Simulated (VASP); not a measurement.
# AlSiGeN: structure and properties in VASP, part 4 of 6

Aim: relax AlSiGeN, then compute properties on the relaxed cell. The cell is invented: it takes the structure of a Materials Project entry for AlSiCN (space group 156 there), with some of its atoms replaced by other elements, volume scaled by an estimate. It may not be a known or stable phase.

VASP 6.6.1, plane waves and PAW; the level of theory is named at each step.

Still holding for the runs below: The k-mesh is coarse for a metal. Spin-orbit coupling is off here; it would split degenerate levels.

So far. Step 5 (Band structure (PBEsol + D4)): There is no gap at this level. Step 6 (Density of states (PBEsol + D4)): The finer mesh and the other smearing move the Fermi level by +0.13 eV from the 7×7×4 run, one measure of the sampling error in the zero of the bands above.

### Step 7. Bands along the symmetry lines (r2SCAN)

This step: r2SCAN; plane waves and PAW (Ge_d, Si, Al, N); invented cell (VASP 6.6.1).

Levels along the symmetry lines show where the bands peak and cross; KPOINTS_OPT computes them in the converged potential. r2SCAN adds the kinetic-energy density, costs more than a GGA and is run with LASPH.

INCAR reads:

```
SYSTEM = AlSiGeN
PREC = Accurate
ENCUT = 520
EDIFF = 1E-06
NELM = 100
ISMEAR = 0
SIGMA = 0.05
LREAL = .FALSE.
ALGO = Normal
METAGGA = R2SCAN
LASPH = .TRUE.
LORBIT = 11
LWAVE = .FALSE.
LCHARG = .FALSE.
KPAR = 2
```

POSCAR reads:

```
AlSiGeN
1.0
    3.4936646150     -0.0000000340      0.0000000000
   -1.7468328718      3.0256021432      0.0000000000
    0.0000000000      0.0000000000      5.7798579390
Ge Si Al N
1 1 1 1
Direct
    0.6666666700      0.3333333300      0.1248462710
    0.0000000000      0.0000000000      0.9429116601
    0.6666666700      0.3333333300      0.5528121568
    0.0000000000      0.0000000000      0.6294299119
```

KPOINTS reads:

```
Automatic mesh
0
Gamma
7 7 4
0 0 0
```

KPOINTS_OPT reads:

```
Line mode
16
Line-mode
Reciprocal
  0.00000000   0.00000000   0.00000000 GAMMA
  0.50000000   0.00000000   0.00000000 M

  0.50000000   0.00000000   0.00000000 M
  0.33333333   0.33333333   0.00000000 K

  0.33333333   0.33333333   0.00000000 K
  0.00000000   0.00000000   0.00000000 GAMMA

  0.00000000   0.00000000   0.00000000 GAMMA
  0.00000000   0.00000000   0.50000000 A

  0.00000000   0.00000000   0.50000000 A
  0.50000000   0.00000000   0.50000000 L

  0.50000000   0.00000000   0.50000000 L
  0.33333333   0.33333333   0.50000000 H

  0.33333333   0.33333333   0.50000000 H
  0.00000000   0.00000000   0.50000000 A

  0.50000000   0.00000000   0.50000000 L
  0.50000000   0.00000000   0.00000000 M

  0.33333333   0.33333333   0.00000000 K
  0.33333333   0.33333333   0.50000000 H
```

PAW data sets: Ge_d, Si, Al and N (PBE family, release 64).

Run with:

```
> mpirun -np 2 vasp_std
```

Output:

```text
[banner, memory and clock lines left out]
running    2 mpi-ranks, on    1 nodes
 distrk:  each k-point on    1 cores,    2 groups
 distr:  one band on    1 cores,    1 groups

 POSCAR found type information on POSCAR GeSiAlN
 POSCAR found :  4 types and       4 ions
 [... a notice as in an earlier step ...]

 LDA part: xc-table for (None), standard interpolation
 POSCAR, INCAR and KPOINTS ok, starting setup
 FFT: planning ... GRIDC
 FFT: planning ... GRID_SOFT
 FFT: planning ... GRID
 WAVECAR not read
 entering main loop
       N       E                     dE             d eps       ncg     rms          rms(c)
DAV:   1     0.155313528870E+03    0.15531E+03   -0.13207E+04  1000   0.296E+03
DAV:   2    -0.192414117310E+02   -0.17455E+03   -0.17050E+03  1016   0.543E+02
DAV:   3    -0.449783242621E+02   -0.25737E+02   -0.25430E+02  1117   0.144E+02
DAV:   4    -0.459740132011E+02   -0.99569E+00   -0.99339E+00  1237   0.298E+01
DAV:   5    -0.459880461114E+02   -0.14033E-01   -0.14030E-01  1293   0.396E+00    0.100E+01
DAV:   6    -0.397049422322E+02    0.62831E+01   -0.92217E+00  1064   0.189E+01    0.543E+00
DAV:   7    -0.397979637385E+02   -0.93022E-01   -0.92012E-01  1186   0.742E+00    0.315E+00
DAV:   8    -0.398020905609E+02   -0.41268E-02   -0.30410E-01  1366   0.405E+00    0.622E-01
DAV:   9    -0.397984526652E+02    0.36379E-02   -0.80330E-02  1139   0.214E+00    0.219E-01
DAV:  10    -0.397990818727E+02   -0.62921E-03   -0.80780E-03  1313   0.832E-01    0.129E-01
DAV:  11    -0.397991352096E+02   -0.53337E-04   -0.70932E-04  1138   0.214E-01    0.549E-02
DAV:  12    -0.397991501345E+02   -0.14925E-04   -0.98793E-05  1220   0.105E-01    0.163E-02
DAV:  13    -0.397991544925E+02   -0.43580E-05   -0.12531E-05  1080   0.407E-02    0.496E-03
DAV:  14    -0.397991547739E+02   -0.28142E-06   -0.78077E-07   619   0.133E-02
   1 F= -.39799155E+02 E0= -.39799011E+02  d E =-.287852E-03
 Start KPOINTS_OPT (optional k-point list driver)
k-point batch [1-28\144]
       N       E                     dE             ncg
DAV:   1     0.431598738438E+03   -0.17640E+05     1030
DAV:   2    -0.422553479274E+04   -0.46571E+04     1040
DAV:   3    -0.483626628703E+04   -0.61073E+03     1204
DAV:   4    -0.485474763727E+04   -0.18481E+02     1184
DAV:   5    -0.485512391694E+04   -0.37628E+00     1374
DAV:   6    -0.485513387824E+04   -0.99613E-02     1238
DAV:   7    -0.485513455623E+04   -0.67799E-03     1536
DAV:   8    -0.485513455858E+04   -0.23541E-05     1111
DAV:   9    -0.485513455873E+04   -0.14874E-06     1054
[...]
k-point batch [141-144\144]
       N       E                     dE             ncg
DAV:   1     0.232477248690E+05   -0.39509E+04      136
DAV:   2     0.225779301946E+05   -0.66979E+03      144
DAV:   3     0.224898390823E+05   -0.88091E+02      194
DAV:   4     0.224877608126E+05   -0.20783E+01      144
DAV:   5     0.224877128423E+05   -0.47970E-01      175
DAV:   6     0.224877108080E+05   -0.20343E-02      151
DAV:   7     0.224877106545E+05   -0.15347E-03      216
DAV:   8     0.224877106540E+05   -0.50827E-06      164
```

Elapsed: 85 s, on 2 MPI ranks of Intel Xeon 6975P-C (Granite Rapids), shared host; peak memory 0.41 GiB; 2.8 min of CPU time.

Parts of OUTCAR (step 7):

```text
   NELECT =      26.0000    total number of electrons

 E-fermi :   7.6852

 k-point     1 :       0.0000    0.0000    0.0000
  band No.  band energies     occupation
    ...
      8      -1.3767      2.00000
      9       2.6327      2.00000
     10       2.6327      2.00000
     11       4.9770      2.00000
     12       6.5009      2.00000
     13       8.1179      0.00000
     14       8.1180      0.00000
     15      11.5201      0.00000
     16      11.5201      0.00000
     17      12.4354      0.00000

  Total        0.7614541      0.7614540      0.4692084     -0.0000001     -0.0000000      0.0000000
  in kB       19.9684388     19.9684364     12.3045617     -0.0000039     -0.0000000      0.0000000
  external PRESSURE =      17.4138123 kB  Pullay stress =       0.0000000 kB

 POSITION                                       TOTAL-FORCE (eV/Angst)
 -----------------------------------------------------------------------------------
      1.74683      1.00853      0.72159         0.000000     -0.000000     -0.155190
      0.00000      0.00000      5.44990        -0.000000      0.000000      0.108926
      1.74683      1.00853      3.19518         0.000000     -0.000000     -0.128140
      0.00000      0.00000      3.63802        -0.000000     -0.000000      0.174404
 -----------------------------------------------------------------------------------
    total drift:                               -0.000007      0.000004     -0.003948

  FREE ENERGIE OF THE ION-ELECTRON SYSTEM (eV)
  ---------------------------------------------------
  free  energy   TOTEN  =       -39.7991547739 eV

  energy  without entropy=      -39.7988669220  energy(sigma->0) =      -39.79901085

[... 8 parts as in an earlier step ...]

[... 9 further parts left out ...]
```

Numbers from this step:

```
SCF cycles              : 14
irreducible k-points    : 28
free energy (TOTEN)     : -39.80 eV
energy at zero smearing : -39.80 eV
Fermi energy            : 7.685 eV
pressure                : 1.741 GPa
```

Electronic bands along the path, in eV, zero at the Fermi level; # counts the bands kept, so #1 is VASP's band 8:

```csv
point,#3,#4,#5,#6,#7,#8
Γ,-5.05,-2.71,-1.18,0.43,0.43,3.83
0.53 of the way,-5.52,-4.10,-3.13,-1.02,0.67,2.59
M,-6.47,-5.85,-4.04,-1.72,0.57,1.96
0.53 of the way,-6.69,-6.18,-4.03,-3.50,1.35,2.38
K,-6.95,-6.04,-4.56,-4.01,0.87,3.74
0.47 of the way,-6.10,-4.35,-3.32,-2.36,1.51,2.84
Γ,-5.05,-2.71,-1.18,0.43,0.43,3.83
0.47 of the way,-5.04,-4.08,-0.10,0.37,0.37,3.98
A,-5.03,-5.03,0.29,0.29,0.95,3.00
0.47 of the way,-5.39,-4.64,-3.32,-1.08,1.80,2.75
L,-5.77,-5.42,-2.91,-2.07,0.49,1.64
0.53 of the way,-6.68,-5.30,-4.02,-2.41,1.08,2.55
H,-7.41,-5.24,-5.03,-2.12,1.67,2.62
0.47 of the way,-5.95,-4.78,-3.35,-2.80,2.29,2.81
A,-5.03,-5.03,0.29,0.29,0.95,3.00
jump to L,-5.77,-5.42,-2.91,-2.07,0.49,1.64
0.47 of the way,-5.97,-5.81,-3.25,-1.92,0.34,1.50
M,-6.47,-5.85,-4.04,-1.72,0.57,1.96
jump to K,-6.95,-6.04,-4.56,-4.01,0.87,3.74
0.47 of the way,-7.55,-5.58,-4.87,-3.16,1.55,2.67
H,-7.41,-5.24,-5.03,-2.12,1.67,2.62
```

Of the projections kept (Ge, Si, Al, N), the largest for each band there; the rest of the weight can lie on other orbitals:

```csv
point,#3,#4,#5,#6,#7,#8
Γ,N 0.89,N 0.53,Al 0.44,Ge 0.64,Ge 0.64,Si 0.46
M,N 0.42,N 0.78,Ge 0.55,Ge 0.57,Al 0.44,N 0.45
K,N 0.47,N 0.52,Ge 0.48,Ge 0.62,Ge 0.50,N 0.57
Γ,N 0.89,N 0.53,Al 0.44,Ge 0.64,Ge 0.64,Si 0.46
A,N 0.90,N 0.90,Ge 0.63,Ge 0.63,Al 0.46,N 0.41
L,N 0.81,N 0.57,Ge 0.55,Ge 0.59,N 0.29,Ge 0.47
```

The electronic bands as a text plot (rows in eV, shown from -8.0 to 1.5 only):

```
    1.3 |         **   *            *  *     *         *  *   *
    0.9 |     *  *  ***   *       **    **  *           *    *
    0.5 |*  ** **             ****        **             ****
    0.1 |***               * *    **                   **
   -0.3 |  *                **  *   *
   -0.7 | * *               *  *     *                **
   -1.1 |*   *             * **     * *              *
   -1.5 |     **                       *
   -1.9 |       **        * *           ***           *  ****
   -2.3 |  *               *         *     * *****  *           *
   -2.7 |**       *      *  ***             *      * *         *
   -3.1 |  ***          * **   *         ****     *      *
   -3.4 |   * *    *     *            ***          **     **  *
   -3.8 |      ********** *     *                 *         **
   -4.2 |    *      * **                     *
   -4.6 |            *               **         ** ****      **
   -5.0 |**              *   ********  *      *****    **      **
   -5.4 | *****         *  ***       ***********     **  *     *
   -5.8 |     ****    **  *       **    ****       **   *******
   -6.2 |  *   *  ****   * **       *       *          *   *
   -6.6 |       ****    *            ***          *****     *
   -7.0 |   **      *******       ****       *  **   ****    *
   -7.4 |     ******* **              * *     **  *        ** ***
   -7.8 |            *           *       *       * **     *  * *
         Γ      M    K        Γ   A       L    H       A|L M|K  H
```

Force by atom:

```csv
atom,x (eV/Å),y (eV/Å),z (eV/Å),size
Ge1,0.000,0.000,-0.155,0.155
Si2,0.000,0.000,0.109,0.109
Al3,0.000,0.000,-0.128,0.128
N4,0.000,0.000,0.174,0.174
```

At these settings, which differ from those of the relaxation, the cell is under a pressure of 1.7 GPa.

[end of part 4 of 6]

[Lines on the potential files, build, host, timing and source positions are cut from VASP's logs without a mark.]

[Logs are printed without paths, hosts, clocks, repeated set-up lines and the standing remarks that a program may print on its own settings, such as how far it seeks lower states.]

[Hosts, paths, dates, database ids (printed as entryN), source tags and the programs' standing remarks are cut or masked in the printed files.]

[A measured line is paired with the nearest computed mode of its activity, which favours agreement.]
